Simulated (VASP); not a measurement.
Given:

```
CELL_PARAMETERS angstrom
     -1.57900     1.57900     3.86142
      1.57900    -1.57900     3.86142
      1.57900     1.57900    -3.86142
ATOMIC_POSITIONS crystal
  Si 0.66500 0.66500 0.00000
  Si 0.33500 0.33500 0.00000
  Mo 0.00000 0.00000 0.00000
```

Calculation: PBE GGA, VASP's PBE PAW potentials (set 64) (plane waves; VASP 6.6.1). Run with 300 eV cut-off, 15×15×15 Γ-centred mesh, Fermi-Dirac smearing of 0.050 eV, potentials Si Mo_sv.

Give the energies of bands 6 to 14 at the high-symmetry points, in eV from the Fermi level.

```json
[
 {"band": "6", "Γ": "-6.67", "X": "-6.98", "P": "-6.52", "N": "-9.68", "M": "-10.35", "S": "-9.14", "R": "-8.04"},
 {"band": "7", "Γ": "-3.32", "X": "-5.83", "P": "-6.52", "N": "-5.13", "M": "-3.77", "S": "-7.02", "R": "-5.72"},
 {"band": "8", "Γ": "-3.26", "X": "-5.18", "P": "-6.27", "N": "-4.62", "M": "-2.31", "S": "-2.94", "R": "-4.60"},
 {"band": "9", "Γ": "-2.75", "X": "-4.60", "P": "-2.75", "N": "-2.72", "M": "-0.61", "S": "-2.61", "R": "-3.85"},
 {"band": "10", "Γ": "-2.75", "X": "-3.22", "P": "-2.14", "N": "-2.72", "M": "-0.61", "S": "-2.35", "R": "-3.08"},
 {"band": "11", "Γ": "0.39", "X": "-1.20", "P": "-2.14", "N": "-0.56", "M": "-0.48", "S": "-0.45", "R": "-1.82"},
 {"band": "12", "Γ": "3.05", "X": "2.47", "P": "0.43", "N": "2.41", "M": "-0.48", "S": "1.59", "R": "1.87"},
 {"band": "13", "Γ": "3.43", "X": "2.94", "P": "2.47", "N": "3.18", "M": "0.53", "S": "3.04", "R": "2.18"},
 {"band": "14", "Γ": "3.64", "X": "3.34", "P": "4.15", "N": "4.34", "M": "4.95", "S": "3.74", "R": "2.81"}
]
```

It has no gap at this level: it comes out as a metal or semimetal.

The structure is a typed MoSi2 crystal. The cell was not relaxed at this level.
